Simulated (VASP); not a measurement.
An input for Quantum ESPRESSO's pw.x (written as the equivalent of a VASP run, and not itself run):

```
&CONTROL
  calculation = 'scf'
  pseudo_dir = './pseudo'
  outdir = './out'
  tprnfor = .true.
  tstress = .true.
/
&SYSTEM
  ibrav = 0
  nat = 4
  ntyp = 2
  ecutwfc = 84
  occupations = 'smearing'
  smearing = 'gaussian'
  degauss = 0.003675
  input_dft = 'pbe'
/
&ELECTRONS
  conv_thr = 7.3e-08
  electron_maxstep = 100
/
ATOMIC_SPECIES
  Al 26.982 Al.upf
  N 14.007 N.upf
CELL_PARAMETERS angstrom
     1.5550000   -2.6933390    0.0000000
     1.5550000    2.6933390    0.0000000
     0.0000000    0.0000000    4.9800000
ATOMIC_POSITIONS crystal
  Al   0.6666670  0.3333330  0.5000000
  Al   0.3333330  0.6666670  0.0000000
  N    0.6666670  0.3333330  0.8820000
  N    0.3333330  0.6666670  0.3820000
K_POINTS automatic
  7 7 4 0 0 0
```

Task: Translate this input to VASP (INCAR, KPOINTS, POSCAR, choice of POTCAR).

Result: This is not unique; one that fits is 
File KPOINTS:
```
Automatic mesh
0
Gamma
7 7 4
0 0 0
```

**POSCAR**
```
AlN
1
    1.5550000000    -2.6933390000     0.0000000000
    1.5550000000     2.6933390000     0.0000000000
    0.0000000000     0.0000000000     4.9800000000
Al N
2 2
Direct
  0.6666670000   0.3333330000   0.5000000000
  0.3333330000   0.6666670000   0.0000000000
  0.6666670000   0.3333330000   0.8820000000
  0.3333330000   0.6666670000   0.3820000000
```

**INCAR**
```
SYSTEM=AlN
PREC=Accurate; ENCUT=520; LREAL=F
LASPH=T
EDIFF=1E-6; NELM=100; ALGO=Normal
ISMEAR=0; SIGMA=0.05
GGA=PE
ISIF=2
LWAVE=F; LCHARG=F
```

POTCAR, in this order: Al N (PBE.64 set). Program: vasp_std.

The two are equivalent in intent, not identical: the potentials are each code's own (VASP's PAW set, PseudoDojo norm-conserving files in pw.x), so ENCUT and ecutwfc are chosen apart and not converted; conv_thr bounds pw.x's estimated SCF error, while EDIFF bounds the energy change between steps.

The compound is AlN in the wurtzite structure. The cell was not relaxed at this level.
